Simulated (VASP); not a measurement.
Data:

```xyz
2
Lattice="3.1773 0.0000 0.0000 0.0000 3.1773 0.0000 0.0000 0.0000 3.1773" Properties=species:S:1:pos:R:3 pbc="T T T"
K      0.0000     0.0000     0.0000
F      1.5887     1.5887     1.5887
```

All values below come from r2SCAN meta-GGA, VASP's PBE PAW potentials (set 64) (plane waves; VASP). Numerical set-up: 520 eV cut-off, 9×9×9 Γ-centred mesh, tetrahedra with Blöchl corrections, potentials K_sv F.

**Question.** Give the energies of bands 6 to 11 at the high-symmetry points, in eV from the valence-band maximum.

**Answer.** 
| band | Γ | X | M | R |
|---|---|---|---|---|
| 6 | -0.03 | -1.29 | -0.62 | -1.15 |
| 7 | -0.03 | -0.18 | -0.62 | -1.15 |
| 8 | -0.03 | -0.18 | 0.00 | -1.15 |
| 9 | 7.74 | 10.18 | 9.48 | 11.64 |
| 10 | 9.10 | 10.74 | 10.07 | 11.64 |
| 11 | 9.10 | 12.66 | 13.07 | 11.64 |

The gap is indirect, 7.74 eV, from the valence maximum at M to the conduction minimum at Γ.

The structure was generated: KF was put into the CsCl type type (Pm-3m), which need not be its known phase. It was relaxed first, which changed the volume by -17 %.
